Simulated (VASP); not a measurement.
# Cs2AgBiBr6: what moves the LDA gap besides the functional

Aim: test what besides the functional moves the gap of Cs2AgBiBr6. The starting structure is a cell with measured lattice constants from the literature and the atomic positions of a computed structure of the Materials Project. The atoms were first relaxed with LDA in that cell, in a run that isn't shown, and the relaxed structure is the one below.

Calculated with VASP 6.6.1; Kohn-Sham DFT with plane waves and PAW; LDA.

### 1. The starting structure

It takes space group Fm-3m (No. 225, cubic). The conventional cell has a = 11.267 Å, b = 11.267 Å, c = 11.267 Å, α = 90.00°, β = 90.00°, γ = 90.00°. Nearest to Bi lie 6 Br at 2.86 Å. Cs has 12 Br at 3.98 Å nearest. Nearest to Ag lie 6 Br at 2.77 Å. Nearest to Br lie 1 Ag at 2.77 Å and 1 Bi at 2.86 Å and 4 Cs at 3.98 Å. Farther neighbours and most contacts between anions are not listed.

As a file:

```xyz
10
Lattice="0.0000 5.6333 5.6333 5.6333 0.0000 5.6333 5.6333 5.6333 0.0000" Properties=species:S:1:pos:R:3 pbc="T T T"
Bi    0.0000    0.0000    0.0000
Cs    2.8167    2.8167    2.8167
Cs    8.4500    8.4500    8.4500
Ag    5.6333    5.6333    5.6333
Br    5.6333    5.6333    8.4064
Br    5.6333    8.4064    5.6333
Br    5.6333    2.8602    5.6333
Br    8.4064    5.6333    5.6333
Br    5.6333    5.6333    2.8602
Br    2.8602    5.6333    5.6333
```

### 2. Reference bands

Contents of INCAR:

```
SYSTEM = Cs2AgBiBr6
PREC = Accurate
ENCUT = 350
EDIFF = 1E-06
NELM = 100
ISMEAR = 0
SIGMA = 0.03
LREAL = .FALSE.
ALGO = Normal
GGA = CA
NBANDS = 67
LASPH = .TRUE.
LORBIT = 11
LWAVE = .FALSE.
LCHARG = .FALSE.
KPAR = 8
NCORE = 2
```

Contents of POSCAR:

```
Cs2AgBiBr6
1.0
    0.0000000000      5.6333000000      5.6333000000
    5.6333000000      0.0000000000      5.6333000000
    5.6333000000      5.6333000000      0.0000000000
Bi Cs Ag Br
1 2 1 6
Direct
    0.0000000000      0.0000000000      0.0000000000
    0.2500000000      0.2500000000      0.2500000000
    0.7500000000      0.7500000000      0.7500000000
    0.5000000000      0.5000000000      0.5000000000
    0.7461344694      0.7461344694      0.2538655306
    0.7461344694      0.2538655306      0.7461344694
    0.2538655306      0.7461344694      0.2538655306
    0.2538655306      0.7461344694      0.7461344694
    0.2538655306      0.2538655306      0.7461344694
    0.7461344694      0.2538655306      0.2538655306
```

Contents of KPOINTS:

```
Automatic mesh
0
Gamma
4 4 4
0 0 0
```

Contents of KPOINTS_OPT:

```
Line mode
8
Line-mode
Reciprocal
  0.00000000   0.00000000   0.00000000 GAMMA
  0.50000000   0.00000000   0.50000000 X

  0.50000000   0.00000000   0.50000000 X
  0.50000000   0.25000000   0.75000000 W

  0.50000000   0.25000000   0.75000000 W
  0.37500000   0.37500000   0.75000000 K

  0.37500000   0.37500000   0.75000000 K
  0.00000000   0.00000000   0.00000000 GAMMA

  0.00000000   0.00000000   0.00000000 GAMMA
  0.50000000   0.50000000   0.50000000 L

  0.50000000   0.50000000   0.50000000 L
  0.62500000   0.25000000   0.62500000 U

  0.62500000   0.25000000   0.62500000 U
  0.50000000   0.25000000   0.75000000 W

  0.50000000   0.25000000   0.75000000 W
  0.50000000   0.50000000   0.50000000 L

  0.50000000   0.50000000   0.50000000 L
  0.37500000   0.37500000   0.75000000 K

  0.62500000   0.25000000   0.62500000 U
  0.50000000   0.00000000   0.50000000 X
```

PAW data sets: Bi_d, Cs_sv, Ag and Br (LDA family, release 64).

Started as:

```
> mpirun -np 16 vasp_std
```

Log:

```text
[banner, memory and clock lines left out]
running   16 mpi-ranks, on    1 nodes
 distrk:  each k-point on    2 cores,    8 groups
 distr:  one band on    2 cores,    1 groups

 POSCAR found type information on POSCAR BiCsAgBr
 POSCAR found :  4 types and      10 ions
 LDA part: xc-table for (Slater(with rela. corr.)+CA(PZ))
 , standard interpolation
 POSCAR, INCAR and KPOINTS ok, starting setup
 FFT: planning ... GRIDC
 FFT: planning ... GRID_SOFT
 FFT: planning ... GRID
 WAVECAR not read
 entering main loop
       N       E                     dE             d eps       ncg     rms          rms(c)
DAV:   1     0.563344822677E+03    0.56334E+03   -0.29053E+04  1128   0.828E+02
DAV:   2     0.230471597835E+02   -0.54030E+03   -0.51478E+03  1298   0.219E+02
DAV:   3    -0.339827660271E+02   -0.57030E+02   -0.56571E+02  1304   0.849E+01
DAV:   4    -0.354979764259E+02   -0.15152E+01   -0.15120E+01  1293   0.168E+01
DAV:   5    -0.355380471877E+02   -0.40071E-01   -0.40062E-01  1464   0.249E+00    0.833E+00
DAV:   6    -0.342792920995E+02    0.12588E+01   -0.16603E+00  1394   0.749E+00    0.566E+00
DAV:   7    -0.341879748003E+02    0.91317E-01   -0.95699E-01  1352   0.295E+00    0.248E+00
DAV:   8    -0.341739813632E+02    0.13993E-01   -0.88019E-02  1290   0.116E+00    0.649E-01
DAV:   9    -0.341722782283E+02    0.17031E-02   -0.74046E-03  1256   0.373E-01    0.110E-01
DAV:  10    -0.341723747673E+02   -0.96539E-04   -0.96149E-04  1365   0.949E-02    0.763E-02
DAV:  11    -0.341724067373E+02   -0.31970E-04   -0.16702E-04  1328   0.496E-02    0.133E-02
DAV:  12    -0.341724023811E+02    0.43561E-05   -0.18185E-05  1301   0.211E-02    0.759E-03
DAV:  13    -0.341724026462E+02   -0.26504E-06   -0.44304E-06  1368   0.626E-03
   1 F= -.34172403E+02 E0= -.34172403E+02  d E =-.478684E-14
 Start KPOINTS_OPT (optional k-point list driver)
k-point batch [1-8\80]
       N       E                     dE             ncg
DAV:   1    -0.159618424684E+03   -0.57163E+04     1128
DAV:   2    -0.437272994525E+04   -0.42131E+04     1298
DAV:   3    -0.481966928655E+04   -0.44694E+03     1264
DAV:   4    -0.483130708752E+04   -0.11638E+02     1309
DAV:   5    -0.483161249575E+04   -0.30541E+00     1480
DAV:   6    -0.483162024462E+04   -0.77489E-02     1352
DAV:   7    -0.483162072641E+04   -0.48178E-03     1624
DAV:   8    -0.483162072835E+04   -0.19411E-05     1168
DAV:   9    -0.483162072841E+04   -0.60253E-07      864
[...]
k-point batch [73-80\80]
       N       E                     dE             ncg
DAV:   1    -0.114875305695E+03   -0.10544E+05     1112
DAV:   2    -0.438882933825E+04   -0.42740E+04     1293
DAV:   3    -0.483417995067E+04   -0.44535E+03     1336
DAV:   4    -0.484599153155E+04   -0.11812E+02     1352
DAV:   5    -0.484630286897E+04   -0.31134E+00     1477
DAV:   6    -0.484631103766E+04   -0.81687E-02     1448
DAV:   7    -0.484631158840E+04   -0.55073E-03     1632
DAV:   8    -0.484631159059E+04   -0.21915E-05     1272
DAV:   9    -0.484631159065E+04   -0.60178E-07      920
```

The job ended after 62 s (16 MPI ranks of Intel Xeon 6975P-C (Granite Rapids), shared host; peak memory 4.9 GiB).

Lines that name or quote the potential files are left out of all logs, and their timing lines are given in words.

From OUTCAR (step 2):

```text
ion  position               nearest neighbor table
   1  0.000  0.000  0.000-   5 2.86   6 2.86   7 2.86   8 2.86   9 2.86  10 2.86
   2  0.250  0.250  0.250-
   3  0.750  0.750  0.750-
   4  0.500  0.500  0.500-   5 2.77   6 2.77   7 2.77   8 2.77   9 2.77  10 2.77
   5  0.746  0.746  0.254-   4 2.77   1 2.86
   6  0.746  0.254  0.746-   4 2.77   1 2.86
   7  0.254  0.746  0.254-   4 2.77   1 2.86
   8  0.254  0.746  0.746-   4 2.77   1 2.86
   9  0.254  0.254  0.746-   4 2.77   1 2.86
  10  0.746  0.254  0.254-   4 2.77   1 2.86

  LATTYP: Found a face centered cubic cell.
 ALAT       =    11.2666000000

 Subroutine GETGRP returns: Found 48 space group operations
 (whereof 48 operations were pure point group operations)

The static configuration has the point symmetry O_h .

 Found      8 irreducible k-points:

   k-points           NKPTS =      8   k-points in BZ     NKDIM =      8   number of bands    NBANDS=     67

   dimension x,y,z NGX =    50 NGY =   50 NGZ =   50
   dimension x,y,z NGXF=   100 NGYF=  100 NGZF=  100

   ENCUT  =  350.0 eV  25.72 Ry    5.07 a.u.  12.15 12.15 12.15*2*pi/ulx,y,z

   NELECT =      86.0000    total number of electrons

 k-points in reciprocal lattice and weights: Automatic mesh
   0.00000000  0.00000000  0.00000000       0.016
   0.25000000  0.00000000  0.00000000       0.125
   0.50000000  0.00000000  0.00000000       0.062
   0.25000000  0.25000000  0.00000000       0.094
   0.50000000  0.25000000  0.00000000       0.375
  -0.25000000  0.25000000  0.00000000       0.188
   0.50000000  0.50000000  0.00000000       0.047
  -0.25000000  0.50000000  0.25000000       0.094

 average (electrostatic) potential at core
       1-110.0502       2 -48.0254       3 -48.0254       4 -76.6468       5 -69.7200
       6 -69.7200       7 -69.7200       8 -69.7200       9 -69.7200      10 -69.7200

 E-fermi :   1.3349

 k-point     1 :       0.0000    0.0000    0.0000
  band No.  band energies     occupation
    ...
     39       0.0496      2.00000
     40       0.0496      2.00000
     41       0.0496      2.00000
     42       0.5910      2.00000
     43       0.5910      2.00000
     44       3.2158      0.00000
     45       3.2158      0.00000
     46       3.2158      0.00000
     47       4.4981      0.00000
     48       5.4952      0.00000
    ...

 k-point     2 :       0.2500    0.0000    0.0000
  band No.  band energies     occupation
    ...
     39      -0.2739      2.00000
     40      -0.2739      2.00000
     41      -0.0524      2.00000
     42       0.1884      2.00000
     43       0.1884      2.00000
     44       2.7316      0.00000
     45       3.9361      0.00000
     46       3.9361      0.00000
     47       5.0743      0.00000
     48       5.8533      0.00000
    ...

 k-point     3 :       0.5000    0.0000    0.0000
  band No.  band energies     occupation
    ...
     39      -0.2803      2.00000
     40      -0.2803      2.00000
     41      -0.2755      2.00000
     42       0.0044      2.00000
     43       0.0044      2.00000
     44       2.2476      0.00000
     45       4.6315      0.00000
     46       4.6315      0.00000
     47       5.8759      0.00000
     48       5.9957      0.00000
    ...

  Total       -4.5625718     -4.5625718     -4.5625718      0.0000000     -0.0000000      0.0000000
  in kB      -20.4456845    -20.4456845    -20.4456845      0.0000000     -0.0000000      0.0000000
  external PRESSURE =     -20.4456845 kB  Pullay stress =       0.0000000 kB

  energy-cutoff  :      350.00
  volume of cell :      357.54
      direct lattice vectors                 reciprocal lattice vectors
     0.000000000  5.633300000  5.633300000    -0.088757922  0.088757922  0.088757922
     5.633300000  0.000000000  5.633300000     0.088757922 -0.088757922  0.088757922
     5.633300000  5.633300000  0.000000000     0.088757922  0.088757922 -0.088757922

 POSITION                                       TOTAL-FORCE (eV/Angst)
 -----------------------------------------------------------------------------------
      0.00000      0.00000      0.00000         0.000000      0.000000      0.000000
      2.81665      2.81665      2.81665         0.000000     -0.000000      0.000000
      8.44995      8.44995      8.44995         0.000000      0.000000      0.000000
      5.63330      5.63330      5.63330         0.000000     -0.000000      0.000000
      5.63330      5.63330      8.40640         0.000000      0.000000     -0.005427
      5.63330      8.40640      5.63330         0.000000     -0.005427      0.000000
      5.63330      2.86020      5.63330         0.000000      0.005427      0.000000
      8.40640      5.63330      5.63330        -0.005427      0.000000      0.000000
      5.63330      5.63330      2.86020         0.000000      0.000000      0.005427
      2.86020      5.63330      5.63330         0.005427      0.000000      0.000000
 -----------------------------------------------------------------------------------
    total drift:                                0.000000     -0.000000     -0.000000

  FREE ENERGIE OF THE ION-ELECTRON SYSTEM (eV)
  ---------------------------------------------------
  free  energy   TOTEN  =       -34.1724026462 eV

  energy  without entropy=      -34.1724026462  energy(sigma->0) =      -34.17240265

 total charge
# of ion       s       p       d       tot
------------------------------------------
    1        1.645   0.961   9.972  12.577
    2        1.836   4.683   0.018   6.537
    3        1.836   4.683   0.018   6.537
    4        0.262   0.195   9.291   9.748
    5        1.614   3.214   0.013   4.841
    6        1.614   3.214   0.013   4.841
    7        1.614   3.214   0.013   4.841
    8        1.614   3.214   0.013   4.841
    9        1.614   3.214   0.013   4.841
   10        1.614   3.214   0.013   4.841
--------------------------------------------------
tot         15.262  29.806  19.377  64.445

[... 3 further parts left out ...]
```

Spin-orbit coupling is off here; with elements this heavy it can split and shift levels by tenths of an eV, and by up to about 1 eV where a band edge is a 6p state. At this level the cell is under a tension of 2.0 GPa, so at these settings it is away from equilibrium.

The reference gap is 1.065 eV.

### 3. Bands with cell and atoms relaxed by LDA

Against step 2 the input has another starting structure. The cell comes from a relaxation at this level, not shown (333.06 Å³).

INCAR is that of step 2.

Contents of POSCAR:

```
Cs2AgBiBr6
1.0
    0.0000000000      5.5017029416      5.5017029416
    5.5017029416      0.0000000000      5.5017029416
    5.5017029416      5.5017029416      0.0000000000
Bi Cs Ag Br
1 2 1 6
Direct
    0.0000000000      0.0000000000      0.0000000000
    0.2500000000      0.2500000000      0.2500000000
    0.7500000000      0.7500000000      0.7500000000
    0.5000000000      0.5000000000      0.5000000000
    0.7444977338      0.7444977338      0.2555022662
    0.7444977338      0.2555022662      0.7444977338
    0.2555022662      0.7444977338      0.2555022662
    0.2555022662      0.7444977338      0.7444977338
    0.2555022662      0.2555022662      0.7444977338
    0.7444977338      0.2555022662      0.2555022662
```

KPOINTS is that of step 2.

KPOINTS_OPT is that of step 2.

Started as:

```
> mpirun -np 16 vasp_std
```

Log:

```text
[... set-up lines as in an earlier step ...]
 entering main loop
       N       E                     dE             d eps       ncg     rms          rms(c)
DAV:   1     0.556060193794E+03    0.55606E+03   -0.29298E+04  1104   0.833E+02
DAV:   2     0.222535425919E+02   -0.53381E+03   -0.50803E+03  1303   0.221E+02
DAV:   3    -0.340415504984E+02   -0.56295E+02   -0.55834E+02  1312   0.843E+01
DAV:   4    -0.355343967962E+02   -0.14928E+01   -0.14903E+01  1288   0.166E+01
[...]
DAV:  11    -0.343284714014E+02   -0.29838E-04   -0.13700E-04  1296   0.393E-02    0.148E-02
DAV:  12    -0.343284734223E+02   -0.20209E-05   -0.83683E-06  1392   0.103E-02    0.674E-03
DAV:  13    -0.343284734942E+02   -0.71936E-07   -0.20758E-06  1136   0.564E-03
   1 F= -.34328473E+02 E0= -.34328473E+02  d E =-.209701E-17
 Start KPOINTS_OPT (optional k-point list driver)
k-point batch [1-8\80]
       N       E                     dE             ncg
DAV:   1     0.238682841592E+03   -0.51328E+04     1128
DAV:   2    -0.405864309519E+04   -0.42973E+04     1284
DAV:   3    -0.450899298256E+04   -0.45035E+03     1285
DAV:   4    -0.452063077560E+04   -0.11638E+02     1264
DAV:   5    -0.452097625765E+04   -0.34548E+00     1616
DAV:   6    -0.452098023008E+04   -0.39724E-02     1304
DAV:   7    -0.452098046615E+04   -0.23607E-03     1664
DAV:   8    -0.452098046723E+04   -0.10809E-05     1064
DAV:   9    -0.452098046729E+04   -0.53261E-07      896
[...]
k-point batch [73-80\80]
       N       E                     dE             ncg
DAV:   1     0.223152641834E+03   -0.10357E+05     1096
DAV:   2    -0.407462408904E+04   -0.42978E+04     1284
DAV:   3    -0.452580051288E+04   -0.45118E+03     1311
DAV:   4    -0.453799850907E+04   -0.12198E+02     1312
DAV:   5    -0.453831323526E+04   -0.31473E+00     1528
DAV:   6    -0.453832055800E+04   -0.73227E-02     1392
DAV:   7    -0.453832104278E+04   -0.48478E-03     1669
DAV:   8    -0.453832104456E+04   -0.17773E-05     1224
DAV:   9    -0.453832104460E+04   -0.44585E-07      970
```

Run time: 43 s. Hardware: 16 MPI ranks; peak memory 4.7 GiB; 11 min of CPU time.

From OUTCAR (step 3):

```text
  Total       -0.2466985     -0.2466985     -0.2466985      0.0000000     -0.0000000      0.0000000
  in kB       -1.1867403     -1.1867403     -1.1867403      0.0000000     -0.0000000      0.0000000
  external PRESSURE =      -1.1867403 kB  Pullay stress =       0.0000000 kB

 POSITION                                       TOTAL-FORCE (eV/Angst)
 -----------------------------------------------------------------------------------
      0.00000      0.00000      0.00000         0.000000      0.000000      0.000000
      2.75085      2.75085      2.75085        -0.000000     -0.000000      0.000000
      8.25255      8.25255      8.25255         0.000000     -0.000000      0.000000
      5.50170      5.50170      5.50170         0.000000      0.000000      0.000000
      5.50170      5.50170      8.19201         0.000000      0.000000      0.001759
      5.50170      8.19201      5.50170         0.000000      0.001759      0.000000
      5.50170      2.81140      5.50170         0.000000     -0.001759      0.000000
      8.19201      5.50170      5.50170         0.001759      0.000000      0.000000
      5.50170      5.50170      2.81140         0.000000      0.000000     -0.001759
      2.81140      5.50170      5.50170        -0.001759      0.000000      0.000000
 -----------------------------------------------------------------------------------
    total drift:                               -0.000000     -0.000000     -0.000000

  FREE ENERGIE OF THE ION-ELECTRON SYSTEM (eV)
  ---------------------------------------------------
  free  energy   TOTEN  =       -34.3284734942 eV

  energy  without entropy=      -34.3284734942  energy(sigma->0) =      -34.32847349

[... 1 part as in an earlier step ...]

[... 2 further parts left out ...]
[key lines of the parts left out:]
E-fermi :   2.1441
```

With cell and atoms relaxed by LDA the gap is 0.947 eV, -0.118 eV from the reference.

### 4. Bands with no band path

Against step 2 the input has no band path (also changed: NBANDS).

INCAR, as its differences from that of step 3:

```diff
@@ -10,3 +10,3 @@
 GGA = CA
-NBANDS = 67
+NBANDS = 53
 LASPH = .TRUE.
```

Contents of POSCAR:

```
Cs2AgBiBr6
1.0
    0.0000000000      5.6333000000      5.6333000000
    5.6333000000      0.0000000000      5.6333000000
    5.6333000000      5.6333000000      0.0000000000
Bi Cs Ag Br
1 2 1 6
Direct
    0.0000000000      0.0000000000      0.0000000000
    0.2500000000      0.2500000000      0.2500000000
    0.7500000000      0.7500000000      0.7500000000
    0.5000000000      0.5000000000      0.5000000000
    0.7461344694      0.7461344694      0.2538655306
    0.7461344694      0.2538655306      0.7461344694
    0.2538655306      0.7461344694      0.2538655306
    0.2538655306      0.7461344694      0.7461344694
    0.2538655306      0.2538655306      0.7461344694
    0.7461344694      0.2538655306      0.2538655306
```

KPOINTS is that of step 3.

Started as:

```
> mpirun -np 16 vasp_std
```

Log:

```text
[... set-up lines as in an earlier step ...]
 entering main loop
       N       E                     dE             d eps       ncg     rms          rms(c)
DAV:   1     0.595797739852E+03    0.59580E+03   -0.30001E+04   888   0.105E+03
DAV:   2     0.263487003633E+02   -0.56945E+03   -0.55362E+03  1072   0.263E+02
DAV:   3    -0.337335134323E+02   -0.60082E+02   -0.59777E+02  1032   0.103E+02
DAV:   4    -0.354767816811E+02   -0.17433E+01   -0.17392E+01  1008   0.214E+01
[...]
DAV:  11    -0.341724050227E+02   -0.41293E-04   -0.17156E-04  1008   0.518E-02    0.133E-02
DAV:  12    -0.341724022906E+02    0.27321E-05   -0.19742E-05  1040   0.209E-02    0.765E-03
DAV:  13    -0.341724028420E+02   -0.55136E-06   -0.68714E-06  1016   0.880E-03
   1 F= -.34172403E+02 E0= -.34172403E+02  d E =-.100222E-24
```

Wall time 8.6 s (16 MPI ranks); peak memory 4.1 GiB.

Parts of OUTCAR (step 4):

```text
  Total       -4.5587891     -4.5587891     -4.5587891      0.0000000      0.0000000     -0.0000000
  in kB      -20.4287336    -20.4287336    -20.4287336      0.0000000      0.0000000     -0.0000000
  external PRESSURE =     -20.4287336 kB  Pullay stress =       0.0000000 kB

 POSITION                                       TOTAL-FORCE (eV/Angst)
 -----------------------------------------------------------------------------------
      0.00000      0.00000      0.00000         0.000000      0.000000      0.000000
      2.81665      2.81665      2.81665        -0.000000     -0.000000     -0.000000
      8.44995      8.44995      8.44995         0.000000      0.000000     -0.000000
      5.63330      5.63330      5.63330         0.000000      0.000000      0.000000
      5.63330      5.63330      8.40640         0.000000      0.000000     -0.005566
      5.63330      8.40640      5.63330         0.000000     -0.005566      0.000000
      5.63330      2.86020      5.63330         0.000000      0.005566      0.000000
      8.40640      5.63330      5.63330        -0.005566      0.000000      0.000000
      5.63330      5.63330      2.86020         0.000000      0.000000      0.005566
      2.86020      5.63330      5.63330         0.005566      0.000000      0.000000
 -----------------------------------------------------------------------------------
    total drift:                                0.000000     -0.000000     -0.000000

  FREE ENERGIE OF THE ION-ELECTRON SYSTEM (eV)
  ---------------------------------------------------
  free  energy   TOTEN  =       -34.1724028420 eV

  energy  without entropy=      -34.1724028420  energy(sigma->0) =      -34.17240284

[... 1 part as in an earlier step ...]

[... 2 further parts left out ...]
[key lines of the parts left out:]
E-fermi :   1.3955
```

With no band path the gap is 1.065 eV, +0.000 eV from the reference, read on the mesh alone.

(Part 1 of 2 ends here.)

[Lines on the potential files, build, host, timing and source positions are cut from VASP's logs without a mark.]

[Logs are printed without paths, hosts, clocks, repeated set-up lines and the standing remarks that a program may print on its own settings, such as how far it seeks lower states.]

[Hosts, paths, dates, database ids (printed as entryN), source tags and the programs' standing remarks are cut or masked in the printed files.]
